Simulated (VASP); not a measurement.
# OInClH2 in VASP: settings compared

The runs below take OInClH2 through single point, relaxation of the atoms, atomic charges, electron localisation function, with PBE, PBE+TS, PBE0+D4.

All numbers are computed with VASP 6.6.1; they aren't measurements. Logs are shortened: lines on timing, memory, paths and dates and some standing lists are left out, and cuts for length are marked.

### 1 The molecule as given

The cell holds a molecule in a box, 5 atoms: a = 13.000 Å, b = 13.000 Å, c = 11.000 Å, α = 90.00°, β = 90.00°, γ = 90.00°.

### 2 Single point, PBE (atoms moved at random, drawn with an rms of 0.05 Å)

Contents of INCAR:

```
PREC     = Accurate       # precision mode
ENCUT    = 520            # plane-wave cutoff, eV
EDIFF    = 1E-7           # SCF threshold, eV
ISMEAR   = 0              # smearing method
SIGMA    = 0.01           # smearing width, eV
LREAL    = F              # projectors in reciprocal space
LASPH    = T              # aspherical terms in the spheres
NELM     = 80             # most SCF steps
ALGO     = Fast           # electronic algorithm
ISIF     = 2              # what is computed and relaxed
LWAVE    = F              # write WAVECAR
LCHARG   = F              # write CHGCAR
GGA      = PE             # functional
NBANDS   = 22             # bands
```

Contents of KPOINTS:

```
regular mesh
0
Gamma
  1 1 1
```

Contents of POSCAR:

```
InH2ClO
1.0
   13.0000000000      0.0000000000      0.0000000000
    0.0000000000     13.0000000000      0.0000000000
    0.0000000000      0.0000000000     11.0000000000
O In Cl H
1 1 1 2
Direct
    0.4060190000      0.5041360000      0.4345060000
    0.5494600000      0.5242400000      0.4969460000
    0.6086880000      0.3695530000      0.5736880000
    0.3809130000      0.4288590000      0.4475160000
    0.6171790000      0.6354150000      0.4887700000
```

Potentials or basis: VASP PAW PBE potentials, release 64 (O, In_d, Cl, H).

The run is started by

```console
$ cat potpaw_PBE.64/O/POTCAR potpaw_PBE.64/In_d/POTCAR potpaw_PBE.64/Cl/POTCAR potpaw_PBE.64/H/POTCAR > POTCAR
$ mpirun -np 1 vasp_gam > vasp.out
```

OUTCAR:

```text
PREC = Accurate
   ENCUT = 520
   EDIFF = 1E-7
   ISMEAR = 0
   LREAL = F
   LASPH = T
   NELM = 80
   ISIF = 2
   GGA = PE

 ion  position               nearest neighbor table
   1  0.406  0.504  0.435-   4 1.04   2 2.00
   2  0.549  0.524  0.497-   5 1.69   1 2.00   3 2.31
   3  0.609  0.370  0.574-   2 2.31
   4  0.381  0.429  0.448-   1 1.04
   5  0.617  0.635  0.489-   2 1.69

  LATTYP: Found a simple tetragonal cell.
 ALAT       =    13.0000000000
 C/A-ratio  =     0.8461538462

  Lattice vectors:

 A1 = (  13.0000000000,   0.0000000000,   0.0000000000)
 A2 = (   0.0000000000,  13.0000000000,   0.0000000000)
 A3 = (   0.0000000000,   0.0000000000,  11.0000000000)

Analysis of symmetry for initial positions (statically):
=====================================================================
 Subroutine PRICEL returns:
 Original cell was already a primitive cell.

 Routine SETGRP: Setting up the symmetry group for a
 simple tetragonal supercell.

 Subroutine GETGRP returns: Found  1 space group operations
 (whereof  1 operations were pure point group operations)
 out of a pool of 16 trial point group operations.

The static configuration has the point symmetry C_1 .

Analysis of symmetry for dynamics (positions and initial velocities):
=====================================================================
 Subroutine PRICEL returns:
 Original cell was already a primitive cell.

 Routine SETGRP: Setting up the symmetry group for a
 simple tetragonal supercell.

 Subroutine GETGRP returns: Found  1 space group operations
 (whereof  1 operations were pure point group operations)
 out of a pool of 16 trial point group operations.

The dynamic configuration has the point symmetry C_1 .

 Subroutine INISYM returns: Found  1 space group operations
 (whereof  1 operations are pure point group operations),
 and found     1 'primitive' translations

----------------------------------------------------------------------------------------

                                     Primitive cell

  volume of cell :    1859.0000

  direct lattice vectors                    reciprocal lattice vectors
    13.000000000  0.000000000  0.000000000     0.076923077  0.000000000  0.000000000
[... 68 lines left out ...]
   EDIFF  = 0.1E-06   stopping-criterion for ELM
   LREAL  =      F    real-space projection
   EDIFFG = 0.1E-05   stopping-criterion for IOM
   NSW    =      0    number of steps for IOM
   IBRION =     -1    ionic relax: 0-MD 1-quasi-New 2-CG
   NFREE  =      0    steps in history (QN), initial steepest desc. (CG)
   ISIF   =      2    stress and relaxation
   ISYM   =      2    0-nonsym 1-usesym 2-fastsym
   POTIM  = 0.5000    time-step for ionic-motion
   TEBEG  =    0.0;   TEEND  =   0.0 temperature during run
   PSTRESS=    0.0 pullay stress
   NELECT =      28.0000    total number of electrons
   NUPDOWN=      -1.0000    fix difference up-down
   EMIN   =  10.00;   EMAX   =-10.00  energy-range for DOS
   EFERMI =   0.00;   METHOD = LEGACY
   ISMEAR =     0;   SIGMA  =   0.01  broadening in eV -4-tet -1-fermi 0-gaus
   EFERMI_NEDOS =   21; number of points for ismear=-14 and -15
   IALGO  =     68    algorithm
   IMIX   =      4    mixing-type and parameters
     AMIX     =   0.40;   BMIX     =  1.00
     AMIX_MAG =   1.60;   BMIX_MAG =  1.00
  volume/ion in A,a.u.               =     371.80      2509.03
  Fermi-wavevector in a.u.,A,eV,Ry     =   0.404297  0.764011  2.223960  0.163456
  Thomas-Fermi vector in A             =   1.355827
   LORBIT       =      0    0 simple, 1 ext, 2 COOP (PROOUT), +10 PAW based schemes
   GGA     = PE    functional components
   LHFCALC =     F    Hartree Fock is set to
   AEXX    =    0.0000 exact exchange contribution
   IVDW    =     0    specifies the selected vdW correction
   LEPSILON=     F    determine dielectric tensor
   LRPA    =     F    only Hartree local field effects (RPA)
 non-spin polarized calculation
 RMM-DIIS sequential band-by-band and
 Gauss-broadening in eV      SIGMA  =   0.01
  energy-cutoff  :      520.00
  volume of cell :     1859.00
 maximum number of plane-waves:     25047
 NGX is ok and might be reduce to    98
   NGX = 49   NGY = 49   NGZ = 41

 number of electron      28.0000001 magnetization

 Free energy of the ion-electron system (eV)
  ---------------------------------------------------
  ext. energy  EPLUGINS =         0.00000000
  ---------------------------------------------------
  free energy    TOTEN  =       -18.77611145 eV

  energy without entropy =      -18.77611145  energy(sigma->0) =      -18.77611145

 E-fermi :  -6.6846     XC(G=0):  -0.7880

 val. band max:       -6.7431432039   @ k =   0.0000   0.0000   0.0000
 cond. band min:      -2.1211590469   @ k =   0.0000   0.0000   0.0000
 fundamental gap:      4.6219841569
 Fermi energy:        -6.6845749474

 k-point     1 :       0.0000    0.0000    0.0000
  band No.  band energies     occupation
      1     -23.4297      2.00000
      2     -20.3380      2.00000
      3     -19.4032      2.00000
      4     -19.3784      2.00000
      5     -19.2960      2.00000
      6     -19.1448      2.00000
[... 14 lines left out ...]
     21       0.8640      0.00000
     22       1.0425      0.00000

------------------------ aborting loop because EDIFF is reached ----------------------------------------

  FORCE on cell =-STRESS in cart. coord.  units (eV):
  Direction    XX          YY          ZZ          XY          YZ          ZX
  --------------------------------------------------------------------------------------
  -------------------------------------------------------------------------------------
  Total       -0.2840466     -1.5140588      0.0602852     -1.2874974     -0.1081888      0.2732001
  in kB       -0.2448053     -1.3048901      0.0519568     -1.1096284     -0.0932424      0.2354572
  external PRESSURE =      -0.4992462 kB  Pullay stress =       0.0000000 kB

 VOLUME and BASIS-vectors are now :
 -----------------------------------------------------------------------------
  energy-cutoff  :      520.00
  volume of cell :     1859.00
      direct lattice vectors                 reciprocal lattice vectors
    13.000000000  0.000000000  0.000000000     0.076923077  0.000000000  0.000000000
     0.000000000 13.000000000  0.000000000     0.000000000  0.076923077  0.000000000
     0.000000000  0.000000000 11.000000000     0.000000000  0.000000000  0.090909091

 POSITION                                       TOTAL-FORCE (eV/Angst)
 -----------------------------------------------------------------------------------
      5.27825      6.55377      4.77957        -0.860777     -2.308188      0.318617
      7.14298      6.81512      5.46641        -0.274065      0.275366     -0.252291
      7.91294      4.80419      6.31057         0.206677     -0.440239      0.219844
      4.95187      5.57517      4.92268         0.907882      2.419131     -0.309307
      8.02333      8.26040      5.37647         0.020283      0.053929      0.023137
 -----------------------------------------------------------------------------------
    total drift:                                0.000301      0.000481      0.000112

  FREE ENERGIE OF THE ION-ELECTRON SYSTEM (eV)
  ---------------------------------------------------
  free  energy   TOTEN  =       -18.7761114498 eV

  energy  without entropy=      -18.7761114498  energy(sigma->0) =      -18.77611145
```

OSZICAR:

```text
N       E                     dE             d eps       ncg     rms          rms(c)
DAV:   1     0.214522734682E+03    0.21452E+03   -0.82641E+03    60   0.765E+02
DAV:   2     0.574131705333E+02   -0.15711E+03   -0.15210E+03    58   0.180E+02
DAV:   3    -0.152241920266E+02   -0.72637E+02   -0.72291E+02    66   0.894E+01
[... 20 lines left out ...]
RMM:  24    -0.187761079843E+02   -0.14783E-05   -0.77222E-08    46   0.184E-03    0.716E-04
RMM:  25    -0.187761082619E+02   -0.27752E-06   -0.49210E-08    44   0.176E-03    0.723E-04
RMM:  26    -0.187761100027E+02   -0.17408E-05   -0.63931E-08    46   0.199E-03    0.277E-04
RMM:  27    -0.187761114340E+02   -0.14313E-05   -0.93048E-08    46   0.183E-03    0.431E-04
RMM:  28    -0.187761114498E+02   -0.15780E-07   -0.55404E-08    40   0.157E-03
   1 F= -.18776111E+02 E0= -.18776111E+02  d E =-.714627E-17
```

Wall time 4.9 min (1 thread of AMD EPYC 7R43 (Zen 3), shared host); peak memory 1.3 GiB.

What came out:

- Free energy: -18.7761 eV
- Largest force: 2.602 eV/Å
- Gap between the frontier levels: 4.62 eV

Forces on the atoms (eV/Å):
```
O   -0.861 -2.308  0.319
In  -0.274  0.275 -0.252
Cl   0.207 -0.440  0.220
H    0.908  2.419 -0.309
H    0.020  0.054  0.023
```

Caveat: spin-orbit coupling is left out, which moves the levels of the heavy elements.

### 3 Relaxation of the atoms, PBE (atoms moved at random, drawn with an rms of 0.02 Å)

Contents of INCAR:

```
SYSTEM = InH2ClO
ALGO = Normal ; EDIFF = 1E-7
EDIFFG = -0.02 ; ENCUT = 520
GGA = PE ; IBRION = 2
ISIF = 2 ; ISMEAR = 0
LASPH = .TRUE. ; LCHARG = .FALSE.
LREAL = .FALSE. ; LWAVE = .FALSE.
NELM = 100 ; NSW = 40
PREC = Accurate ; SIGMA = 0.01
```

Contents of KPOINTS:

```
k-points
0
G
  1 1 1
  0 0 0
```

Contents of POSCAR:

```
InH2ClO
1.0
   13.0000000000      0.0000000000      0.0000000000
    0.0000000000     13.0000000000      0.0000000000
    0.0000000000      0.0000000000     11.0000000000
O In Cl H
1 1 1 2
Direct
    0.4056890000      0.5035940000      0.4342750000
    0.5495160000      0.5217360000      0.4939390000
    0.6122490000      0.3695830000      0.5715590000
    0.3845840000      0.4328870000      0.4459890000
    0.6173890000      0.6332480000      0.4899590000
```

Potentials or basis: VASP PAW PBE potentials, release 64 (O, In_d, Cl, H).

The run is started by

```console
$ cat potpaw_PBE.64/O/POTCAR potpaw_PBE.64/In_d/POTCAR potpaw_PBE.64/Cl/POTCAR potpaw_PBE.64/H/POTCAR > POTCAR
$ mpirun -np 1 vasp_gam > vasp.out
```

OUTCAR:

```text
SYSTEM = InH2ClO
   EDIFF = 1E-7
   EDIFFG = -0.02
   ENCUT = 520
   GGA = PE
   IBRION = 2
   ISIF = 2
   ISMEAR = 0
   LASPH = .TRUE.
   LREAL = .FALSE.
   NELM = 100
   NSW = 40
   PREC = Accurate

 ion  position               nearest neighbor table
   1  0.406  0.504  0.434-   4 0.97   2 2.00
   2  0.550  0.522  0.494-   5 1.70   1 2.00   3 2.30
   3  0.612  0.370  0.572-   2 2.30
   4  0.385  0.433  0.446-   1 0.97
   5  0.617  0.633  0.490-   2 1.70

  LATTYP: Found a simple tetragonal cell.
 ALAT       =    13.0000000000
 C/A-ratio  =     0.8461538462

  Lattice vectors:

 A1 = (  13.0000000000,   0.0000000000,   0.0000000000)
 A2 = (   0.0000000000,  13.0000000000,   0.0000000000)
 A3 = (   0.0000000000,   0.0000000000,  11.0000000000)

Analysis of symmetry for initial positions (statically):
=====================================================================
 Subroutine PRICEL returns:
 Original cell was already a primitive cell.

 Routine SETGRP: Setting up the symmetry group for a
 simple tetragonal supercell.
[... 151 lines left out ...]

  energy without entropy =      -18.86676926  energy(sigma->0) =      -18.86676926

------------------------ aborting loop because EDIFF is reached ----------------------------------------

  FORCE on cell =-STRESS in cart. coord.  units (eV):
  Direction    XX          YY          ZZ          XY          YZ          ZX
  --------------------------------------------------------------------------------------
  -------------------------------------------------------------------------------------
  Total        0.3737507      1.3877014      0.1611425     -0.2728125     -0.5031623      0.2544323
  in kB        0.3221167      1.1959891      0.1388805     -0.2351232     -0.4336499      0.2192822
  external PRESSURE =       0.5523288 kB  Pullay stress =       0.0000000 kB
[... 98 lines left out ...]
  FREE ENERGIE OF THE ION-ELECTRON SYSTEM (eV)
  ---------------------------------------------------
  free  energy   TOTEN  =       -18.8792158340 eV

  energy  without entropy=      -18.8792158340  energy(sigma->0) =      -18.87921583

[... ionic steps 4 to 10 ...]

--------------------------------------- Ionic step       11  -------------------------------------------

 number of electron      27.9999993 magnetization

------------------------ aborting loop because EDIFF is reached ----------------------------------------
[... 73 lines left out ...]
--------------------------------------- Ionic step       13  -------------------------------------------

 number of electron      27.9999994 magnetization

 Free energy of the ion-electron system (eV)
  ---------------------------------------------------
  ext. energy  EPLUGINS =         0.00000000
  ---------------------------------------------------
  free energy    TOTEN  =       -18.88492660 eV

  energy without entropy =      -18.88492660  energy(sigma->0) =      -18.88492660

 E-fermi :  -6.7733     XC(G=0):  -0.7918

 val. band max:       -6.8710009401   @ k =   0.0000   0.0000   0.0000
 cond. band min:      -2.1899509343   @ k =   0.0000   0.0000   0.0000
 fundamental gap:      4.6810500057
 Fermi energy:        -6.7733355362

 k-point     1 :       0.0000    0.0000    0.0000
  band No.  band energies     occupation
      1     -23.9018      2.00000
      2     -20.2041      2.00000
      3     -19.4546      2.00000
      4     -19.4266      2.00000
      5     -19.3519      2.00000
      6     -19.2139      2.00000
[... 10 lines left out ...]
     17      -0.3831      0.00000
[... 31 lines left out ...]
  FREE ENERGIE OF THE ION-ELECTRON SYSTEM (eV)
  ---------------------------------------------------
  free  energy   TOTEN  =       -18.8849265973 eV

  energy  without entropy=      -18.8849265973  energy(sigma->0) =      -18.88492660

 reached required accuracy - stopping structural energy minimisation
```

Wall time 33 min (1 thread of AMD EPYC 7R43 (Zen 3), shared host); peak memory 1.4 GiB.

Results:

```yaml
Free_energy: -18.8849 eV
Energy_gained_by_relaxing: 3.6 meV/atom
Ionic_steps: 13
Largest_force_after_relaxing: 0.017 eV/Å
Gap_between_the_frontier_levels: 4.68 eV
```

Forces in eV/Å, atoms in the order of the input:
```
O    0.013  0.011 -0.004
In  -0.009  0.003 -0.003
Cl   0.006 -0.010  0.006
H   -0.006 -0.005  0.003
H   -0.004  0.001 -0.001
```

The path:
```tsv
step	energy change (eV)	largest force (eV/Å)	pressure (GPa)
1	0.0000	0.6595	0.06
2	-0.0036	1.0492	-0.02
3	-0.0124	0.4780	0.02
4	-0.0064	0.8930	0.01
5	-0.0166	0.1789	0.01
6	-0.0178	0.0543	0.00
7	-0.0179	0.0752	0.00
8	-0.0180	0.0791	-0.01
9	-0.0180	0.0534	-0.01
10	-0.0180	0.0808	-0.01
11	-0.0181	0.0344	-0.01
12	-0.0181	0.0238	-0.01
13	-0.0182	0.0171	-0.01
```

Final structure:
```
O In Cl H
1.0
    13.00000    0.00000    0.00000
     0.00000   13.00000    0.00000
     0.00000    0.00000   11.00000
O In Cl H
1 1 1 2
Direct
  0.40539 0.50348 0.43389
  0.54928 0.52325 0.49358
  0.61305 0.36743 0.57257
  0.38370 0.43248 0.44587
  0.61801 0.63442 0.48981
```

Caveat: spin-orbit coupling is left out, which moves the levels of the heavy elements.

(Part 1 of 2 ends here.)
